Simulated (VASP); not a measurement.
Given:

```xyz
6
Lattice="-1.8987 1.8987 4.7873 1.8987 -1.8987 4.7873 1.8987 1.8987 -4.7873" Properties=species:S:1:pos:R:3 pbc="T T T"
Ti     0.0000     1.8987     2.3937
Ti     0.0000     0.0000     9.5747
O      0.0000     1.8987     0.4002
O      0.0000     0.0000     7.5812
O      1.8987     1.8987    -2.7939
O      0.0000     1.8987     4.3871
```

Computed with rev-vdW-DF2, VASP's PBE PAW potentials (set 64) (plane waves; VASP). Numerical set-up: 520 eV cut-off, Gaussian smearing of 0.050 eV, potentials Ti_sv O.

Give the energies of bands 14 to 27 at the high-symmetry points, in eV from the valence-band maximum.

```csv
band,Γ,X,P,N,M,S,R
14,-3.79,-4.41,-4.30,-4.21,-3.70,-3.75,-4.56
15,-3.79,-4.18,-4.22,-3.66,-3.66,-3.73,-3.92
16,-3.44,-4.18,-4.22,-3.63,-3.66,-3.65,-3.92
17,-2.07,-3.77,-3.80,-3.42,-2.03,-2.95,-3.61
18,-2.07,-3.77,-3.80,-2.17,-2.03,-2.94,-3.61
19,-2.01,-2.64,-2.98,-2.07,-1.37,-2.23,-2.75
20,-0.80,-2.64,-2.98,-1.96,-1.37,-1.86,-2.75
21,-0.80,-2.08,-1.61,-1.96,-1.28,-1.21,-1.91
22,-0.79,-2.08,-1.61,-0.96,-1.28,-0.94,-1.91
23,-0.48,-0.05,-0.24,-0.88,-0.14,-0.91,-0.09
24,-0.48,-0.05,-0.24,-0.66,-0.14,-0.86,-0.09
25,2.04,3.23,3.46,3.13,2.38,3.11,3.20
26,2.75,3.23,3.46,3.44,2.38,3.36,3.20
27,3.87,3.70,3.49,3.45,3.64,3.46,3.64
```

The gap is indirect, 2.04 eV, from the valence maximum at Γ-X at 0.89 to the conduction minimum at Γ.

The compound is TiO2 in the anatase structure, one of several forms; rutile is the usual stable one. It was relaxed first.
